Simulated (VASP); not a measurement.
Set up this calculation in VASP 6.6.1, as the native input.

```yaml
Task: relaxation of cell and atoms
Functional: PBE
Potentials_or_basis: VASP PAW PBE potentials, release 64 (Be, Cd, O)
Cutoff: 520 eV
k_mesh: 3 × 3 × 3
Occupations: gaussian, width 0.15 eV
Spin: no spin polarisation
Further_INCAR_settings: PREC = Normal; ALGO = Fast; EDIFF = 0.0001; IBRION = 2; EDIFFG = -0.08; NSW = 24; ISIF = 3
```

The structure of Be3CdO4 lies in POSCAR:

```
Be3CdO4
1.0
    4.2800000000      0.0000000000      0.0000000000
    0.0000000000      4.2800000000      0.0000000000
    0.0000000000      0.0000000000      4.2800000000
Be Cd O
3 1 4
Direct
    0.5000000000      0.5000000000      0.0000000000
    0.5000000000      0.0000000000      0.5000000000
    0.0000000000      0.5000000000      0.5000000000
    0.0000000000      0.0000000000      0.0000000000
    0.7200000000      0.2800000000      0.7200000000
    0.7200000000      0.7200000000      0.2800000000
    0.2800000000      0.2800000000      0.2800000000
    0.2800000000      0.7200000000      0.7200000000
```

The cell was built by a generator and needn't be a form met in nature.

One way to write it, as run:

INCAR

```
SYSTEM = Be3CdO4
  ALGO = Fast
  EDIFF = 1E-4
  EDIFFG = -0.08
  ENCUT = 520
  GGA = PE
  IBRION = 2
  ISIF = 3
  ISMEAR = 0
  LASPH = .TRUE.
  LCHARG = .FALSE.
  LREAL = .FALSE.
  LWAVE = .FALSE.
  NELM = 60
  NSW = 24
  PREC = Normal
  SIGMA = 0.15
```

KPOINTS

```
k-points
0
G
  3 3 3
  0 0 0
```

Potentials or basis: VASP PAW PBE potentials, release 64 (Be, Cd, O).

The run is started by

```sh
$ cat potpaw_PBE.64/Be/POTCAR potpaw_PBE.64/Cd/POTCAR potpaw_PBE.64/O/POTCAR > POTCAR
$ mpirun -np 4 vasp_std > vasp.out
```

It gave:

```
Relaxed volume                         : 9.25 Å³/atom
Relaxed cell                           : a = 4.198 Å, b = 4.198 Å, c = 4.198 Å, α = 90.00°, β = 90.00°, γ = 90.00°
Space group after relaxing (to 0.05 Å) : P-43m (No. 215)
Energy gained by relaxing              : 26.6 meV/atom
Ionic steps                            : 3
Pressure after relaxing                : 0.1 GPa
Largest force after relaxing           : 0.036 eV/Å
Band gap on the k mesh                 : 2.89 eV, direct
```

Caveat: the k mesh is coarse (spacing up to 0.49 Å⁻¹), so the values aren't converged; the relaxation stopped at a loose force limit of 0.08 eV/Å, so its end isn't a converged minimum.

Run time: 4.7 s on 4 MPI ranks on AMD EPYC 9R45 (Zen 5), on a shared host, peak memory 0.08 GiB a rank.
